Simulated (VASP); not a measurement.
An input for Quantum ESPRESSO's pw.x (written as the equivalent of a VASP run, and not itself run):

```
&CONTROL
  calculation = 'vc-relax'
  pseudo_dir = './pseudo'
  outdir = './out'
  tprnfor = .true.
  tstress = .true.
  nstep = 60
  forc_conv_thr = 0.00078
/
&SYSTEM
  ibrav = 0
  nat = 6
  ntyp = 2
  ecutwfc = 78
  occupations = 'smearing'
  smearing = 'gaussian'
  degauss = 0.003675
  input_dft = 'pbesol'
/
&ELECTRONS
  conv_thr = 7.3e-08
  electron_maxstep = 100
/
&IONS
/
&CELL
/
ATOMIC_SPECIES
  Ge 72.630 Ge.upf
  S 32.060 S.upf
CELL_PARAMETERS angstrom
     3.4638601   -0.0000000   -0.0000000
     0.0000000    3.4638601    0.0000000
     0.0000000    0.0000000   11.0835861
ATOMIC_POSITIONS crystal
  Ge   0.0000000  0.0000000  0.5000000
  Ge   0.5000000  0.5000000  0.0000000
  S    0.0000000  0.5000000  0.8719699
  S    0.0000000  0.5000000  0.3719699
  S    0.5000000  0.0000000  0.6280301
  S    0.5000000  0.0000000  0.1280301
K_POINTS automatic
  6 6 2 0 0 0
```

### Question
Write the VASP files for the same calculation (PBEsol).

### Answer
One answer among several that fit: 
File KPOINTS:
```
Automatic mesh
0
Gamma
6 6 2
0 0 0
```

### POSCAR
```
GeS2
1
    3.4638601258    -0.0000000000    -0.0000000000
    0.0000000000     3.4638601258     0.0000000000
    0.0000000000     0.0000000000    11.0835860881
Ge S
2 4
Direct
  0.0000000000   0.0000000000   0.5000000000
  0.5000000000   0.5000000000   0.0000000000
  0.0000000000   0.5000000000   0.8719698892
  0.0000000000   0.5000000000   0.3719698892
  0.5000000000   0.0000000000   0.6280301108
  0.5000000000   0.0000000000   0.1280301108
```

### INCAR
```
ALGO  =  Normal
EDIFF  =  1E-6
EDIFFG  =  -0.02
ENCUT  =  400
GGA  =  PS
IBRION  =  2
ISIF  =  3
ISMEAR  =  0
LASPH  =  .TRUE.
LCHARG  =  .FALSE.
LMAXMIX  =  4
LREAL  =  .FALSE.
LWAVE  =  .FALSE.
NELM  =  100
NSW  =  60
PREC  =  Accurate
SIGMA  =  0.05
SYSTEM  =  GeS2
```

POTCAR, in this order: Ge_d S (PBE.64 set). Program: vasp_std.

Limits of the translation: the potentials are each code's own (VASP's PAW set, PseudoDojo norm-conserving files in pw.x), so ENCUT and ecutwfc are chosen apart and not converted; conv_thr bounds pw.x's estimated SCF error, while EDIFF bounds the energy change between steps; forc_conv_thr acts on force components and is met together with etot_conv_thr.

The structure comes from a computed database's GeS2 entry (P4_2/nmc); how it stands against other phases isn't given here. This run relaxes it. Symmetry was kept, so distortions that lower it aren't found. The start is the result of an earlier pass.
